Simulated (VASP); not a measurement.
Output of a VASP run:

File OSZICAR:
```
       N       E                     dE             d eps       ncg     rms          rms(c)
DAV:   1    -0.190286413165E+02   -0.19029E+02   -0.91929E-01   784   0.104E+01    0.811E-01
DAV:   2    -0.190264199495E+02    0.22214E-02   -0.78969E-02   600   0.225E+00    0.406E-01
DAV:   3    -0.190239010798E+02    0.25189E-02   -0.19425E-02   684   0.114E+00    0.296E-01
DAV:   4    -0.190235292479E+02    0.37183E-03   -0.10157E-03   604   0.318E-01    0.184E-01
DAV:   5    -0.190231900602E+02    0.33919E-03   -0.44937E-04   578   0.250E-01    0.848E-02
DAV:   6    -0.190231220292E+02    0.68031E-04   -0.79540E-05   576   0.104E-01    0.435E-02
DAV:   7    -0.190230955498E+02    0.26479E-04   -0.14714E-05   712   0.456E-02    0.262E-02
DAV:   8    -0.190230890760E+02    0.64738E-05   -0.92202E-06   592   0.287E-02    0.165E-02
DAV:   9    -0.190230879874E+02    0.10886E-05   -0.19854E-06   528   0.161E-02    0.986E-03
DAV:  10    -0.190230880113E+02   -0.23902E-07   -0.57100E-07   432   0.977E-03
   1 F= -.19023088E+02 E0= -.19023088E+02  d E =-.139989E-15
       N       E                     dE             ncg
```

OUTCAR:
```
------------------------ aborting loop because EDIFF is reached ----------------------------------------
  FORCE on cell =-STRESS in cart. coord.  units (eV):
  Direction    XX          YY          ZZ          XY          YZ          ZX
  --------------------------------------------------------------------------------------
  Total       -0.5614598     -0.5614598     -0.5614598     -0.0000000      0.0000000      0.0000000
  in kB      -16.7074993    -16.7074993    -16.7074993     -0.0000000      0.0000000      0.0000000
  external PRESSURE =     -16.7074993 kB  Pullay stress =       0.0000000 kB
  volume of cell :       53.84
      direct lattice vectors                 reciprocal lattice vectors
     0.000000000  2.997063365  2.997063365    -0.166829973  0.166829973  0.166829973
     2.997063365  0.000000000  2.997063365     0.166829973 -0.166829973  0.166829973
     2.997063365  2.997063365  0.000000000     0.166829973  0.166829973 -0.166829973
 POSITION                                       TOTAL-FORCE (eV/Angst)
 -----------------------------------------------------------------------------------
      0.00000      0.00000      0.00000        -0.000000      0.000000     -0.000000
      1.49853      1.49853      1.49853        -0.000000     -0.000000      0.000000
      4.49560      4.49560      4.49560         0.000000      0.000000     -0.000000
 -----------------------------------------------------------------------------------
    total drift:                               -0.000000     -0.000000     -0.000000
  FREE ENERGIE OF THE ION-ELECTRON SYSTEM (eV)
  ---------------------------------------------------
  free  energy   TOTEN  =       -19.0230880113 eV

  energy  without entropy=      -19.0230880113  energy(sigma->0) =      -19.02308801

  exchange ACFDT corr.  =         0.00000000  see jH, gK, PRB 81, 115126
```
(Selected blocks of OUTCAR.)

**POSCAR**
```
PbF2
1
    0.0000000000     2.9970633655     2.9970633655
    2.9970633655     0.0000000000     2.9970633655
    2.9970633655     2.9970633655     0.0000000000
Pb F
1 2
Direct
  1.0000000000   0.0000000000   1.0000000000
  0.2500000000   0.2500000000   0.2500000000
  0.7500000000   0.7500000000   0.7500000000
```

Problem. Write an INCAR and KPOINTS that could have produced this output.

Solution. One answer among several that fit: the input of the run itself, PBE0 hybrid, plane waves, VASP's PBE PAW potentials (set 64).

**KPOINTS_OPT**
```
named points and PBE's band edges
8
Reciprocal
  0.000000   0.000000   0.000000 1 ! GAMMA
  0.500000   0.000000   0.500000 1 ! X
  0.500000   0.500000   0.500000 1 ! L
  0.500000   0.250000   0.750000 1 ! W
  0.375000   0.375000   0.750000 1 ! K
  0.625000   0.250000   0.625000 1 ! U
  0.500000   0.267860   0.732140 1 ! near an edge
  0.464290   0.000000   0.464290 1 ! near an edge
```

### KPOINTS
```
Automatic
0
G
  6 6 6
```

**INCAR**
```
SYSTEM = PbF2
PREC = Accurate
ENCUT = 520
EDIFF = 1E-6
NELM = 60
ALGO = Normal
LREAL = .FALSE.
LASPH = .TRUE.
ISMEAR = 0
SIGMA = 0.05
GGA = PE
AEXX = 0.25
HFRCUT = -1
LHFCALC = .TRUE.
PRECFOCK = Fast
ISYM = 3
LMAXMIX = 4
LWAVE = .FALSE.
LCHARG = .FALSE.
ISIF = 2
```

POTCAR, in this order: Pb_d F (PBE.64 set). Program: vasp_std. Read from the step before: WAVECAR.

The compound is PbF2 in the fluorite structure, the β form. It was relaxed first.
